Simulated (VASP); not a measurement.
Data:

```
Sc
1.0
    1.61580    -2.79865     0.00000
    1.61580     2.79865     0.00000
    0.00000     0.00000     4.99105
Sc
2
Cartesian
  1.61580   0.93289   1.24776
  1.61580  -0.93289   3.74329
```

Computed with LDA (Ceperley-Alder, Perdew-Zunger), VASP's LDA PAW potentials (set 64) (plane waves; VASP). Settings: 400 eV cut-off, 15×15×8 Γ-centred mesh, tetrahedra with Blöchl corrections, potentials Sc_sv.

### Question
The job: Sc (hcp), 2 atoms, LDA, static run, 400 eV, 15×15×8 Γ-centred mesh. Roughly how much core time does it take on a busy server core?

### Answer
About 40 core-seconds (one run on a shared machine, a rough figure). It had 135 irreducible k-points, 15 bands, up to 830 plane waves and 13 electronic steps.

The compound is Sc in the hcp structure. It was relaxed first, which changed the volume by -10 %.
